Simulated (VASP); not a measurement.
Given:

```xyz
4
Lattice="2.1086 1.2174 6.8902 -2.1086 1.2174 6.8902 0.0000 -2.4348 6.8902" Properties=species:S:1:pos:R:3 pbc="T T T"
Sn     0.0000     0.0000    10.3353
Pb     0.0000     0.0000    20.6705
Se     0.0000     0.0000    15.5566
Se     0.0000     0.0000     5.1140
```

Calculation: LDA (Ceperley-Alder, Perdew-Zunger), VASP's LDA PAW potentials (set 64) (plane waves; VASP 6.6.1). Run with 400 eV cut-off, 7×7×7 Γ-centred mesh, tetrahedra with Blöchl corrections, potentials Sn_d Pb_d Se.

Problem. Estimate the energy per atom (σ→0).

Solution. 
```
Quantity                       Result
---------------------  --------------
energy per atom (σ→0)  -4.737 eV/atom
```

Only differences to runs with the same potentials and settings are physical.

The structure comes from a computed database's SnPbSe2 entry (R-3m); how it stands against other phases isn't given here. It was relaxed first, which changed the volume by -7 %.
